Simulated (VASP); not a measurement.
Level of theory: LDA (Ceperley-Alder, Perdew-Zunger), VASP's LDA PAW potentials (set 64) (plane waves; VASP).

A VASP calculation is set up with these files.

### INCAR
```
SYSTEM = YGa
PREC = Accurate; ENCUT = 300; LREAL = .FALSE.
LASPH = .TRUE.
EDIFF = 1E-6; NELM = 100; ALGO = Normal
LMAXMIX = 4
ISMEAR = -1; SIGMA = 0.1
ISIF = 2
LWAVE = .FALSE.; LCHARG = .FALSE.
```

**POSCAR**
```
YGa
5.430
  0.3961325967  -1.0000000000   0.0000000000
  0.3961325967   1.0000000000   0.0000000000
  0.0000000000   0.0000000000   0.7500920810
Y Ga
2 2
Cartesian
  0.3961325967  -0.7240000000   0.1875230203
  0.3961325967   0.7240000000   0.5625690608
  0.3961325967  -0.1660000000   0.1875230203
  0.3961325967   0.1660000000   0.5625690608
```

File KPOINTS:
```
Automatic mesh
0
Gamma
1 1 1
0 0 0
```

POTCAR, in this order: Y_sv Ga_d (LDA.64 set). Program: vasp_std.

What VASP printed:

File OUTCAR:
```
 ion  position               nearest neighbor table
   1  0.862  0.138  0.250-   4 3.02   4 3.02   4 3.02   4 3.02   3 3.03   3 3.22   3 3.22   2 3.62
                             2 3.62   2 3.83   2 3.83   2 3.83   2 3.83
   2  0.138  0.862  0.750-   3 3.02   3 3.02   3 3.02   3 3.02   4 3.03   4 3.22   4 3.22   1 3.62
                             1 3.62   1 3.83   1 3.83   1 3.83   1 3.83
   3  0.583  0.417  0.250-   4 2.72   4 2.72   2 3.02   2 3.02   2 3.02   2 3.02   1 3.03   1 3.22
                             1 3.22
   4  0.417  0.583  0.750-   3 2.72   3 2.72   1 3.02   1 3.02   1 3.02   1 3.02   2 3.03   2 3.22
                             2 3.22
  LATTYP: Found a base centered orthorhombic cell.
 ALAT       =     4.3020000000
 B/A-ratio  =     2.5244072524
 C/A-ratio  =     0.9467689447
 Subroutine PRICEL returns:
 Original cell was already a primitive cell.
 Subroutine GETGRP returns: Found  8 space group operations
The static configuration has the point symmetry C_2h.
 The point group associated with its full space group is D_2h.
The dynamic configuration has the point symmetry C_2h.
 Subroutine INISYM returns: Found  8 space group operations
 Subroutine IBZKPT returns following result:
 Found      1 irreducible k-points:

 Following reciprocal coordinates:
            Coordinates               Weight
...
```

**OSZICAR**
```
       N       E                     dE             d eps       ncg     rms          rms(c)
DAV:   1     0.328910642840E+03    0.32891E+03   -0.17761E+04    56   0.174E+03
DAV:   2     0.158947307872E+02   -0.31302E+03   -0.30472E+03    60   0.439E+02
DAV:   3    -0.172212840720E+02   -0.33116E+02   -0.32435E+02    72   0.123E+02
DAV:   4    -0.209836232726E+02   -0.37623E+01   -0.37376E+01    96   0.296E+01
DAV:   5    -0.210644301879E+02   -0.80807E-01   -0.80775E-01    72   0.466E+00    0.375E+01
DAV:   6    -0.195066485164E+02    0.15578E+01   -0.40339E+00    64   0.791E+00    0.249E+01
DAV:   7    -0.194063288633E+02    0.10032E+00   -0.15073E+00    88   0.821E+00    0.706E+00
DAV:   8    -0.194101211316E+02   -0.37923E-02   -0.58193E-01    60   0.331E+00    0.317E+00
DAV:   9    -0.193692146935E+02    0.40906E-01   -0.14745E-01    64   0.188E+00    0.648E-01
DAV:  10    -0.193705655745E+02   -0.13509E-02   -0.18854E-02    80   0.734E-01    0.586E-01
DAV:  11    -0.193706485036E+02   -0.82929E-04   -0.79303E-04    96   0.178E-01    0.411E-01
DAV:  12    -0.193702984329E+02    0.35007E-03   -0.99097E-04    64   0.135E-01    0.594E-02
DAV:  13    -0.193703028583E+02   -0.44254E-05   -0.98731E-05    96   0.507E-02    0.489E-02
DAV:  14    -0.193702984995E+02    0.43588E-05   -0.85371E-06    56   0.121E-02    0.224E-02
DAV:  15    -0.193702975673E+02    0.93219E-06   -0.43616E-06    64   0.114E-02
   1 F= -.19370298E+02 E0= -.19284317E+02  d E =-.171961E+00
```

**OUTCAR**
```
------------------------ aborting loop because EDIFF is reached ----------------------------------------
  FORCE on cell =-STRESS in cart. coord.  units (eV):
  Direction    XX          YY          ZZ          XY          YZ          ZX
  --------------------------------------------------------------------------------------
  Total       -2.0985282     -1.7856659     -3.2550357      0.0000000      0.0000000      0.0000000
  in kB      -35.3379015    -30.0694960    -54.8127623      0.0000000      0.0000000      0.0000000
  external PRESSURE =     -40.0733866 kB  Pullay stress =       0.0000000 kB
  volume of cell :       95.14
      direct lattice vectors                 reciprocal lattice vectors
     2.151000000 -5.430000000  0.000000000     0.232450023 -0.092081031  0.000000000
     2.151000000  5.430000000  0.000000000     0.232450023  0.092081031  0.000000000
     0.000000000  0.000000000  4.073000000     0.000000000  0.000000000  0.245519273
 POSITION                                       TOTAL-FORCE (eV/Angst)
 -----------------------------------------------------------------------------------
      2.15100     -3.93132      1.01825         0.000000     -0.317329     -0.000000
      2.15100      3.93132      3.05475         0.000000      0.317329     -0.000000
      2.15100     -0.90138      1.01825         0.000000      4.347478      0.000000
      2.15100      0.90138      3.05475         0.000000     -4.347478      0.000000
 -----------------------------------------------------------------------------------
    total drift:                               -0.000000      0.000000     -0.000000
  FREE ENERGIE OF THE ION-ELECTRON SYSTEM (eV)
  ---------------------------------------------------
  free  energy   TOTEN  =       -19.3702975673 eV

  energy  without entropy=      -19.1983361878  energy(sigma->0) =      -19.28431688
```
(Selected blocks of OUTCAR.)

At this cut-off the stress carries a Pulay error, which pulls relaxed volumes low.

The structure comes from a measured YGa entry of the Crystallography Open Database, whose conditions weren't checked. The cell was not relaxed at this level. The k-mesh is coarse (spacing up to 1.57 per Å, 2π included), so the numbers may not be converged in it. The run is one of a series of settings (KPOINTS 1×1×1 Γ-centred mesh against the base run), some of them coarse on purpose.
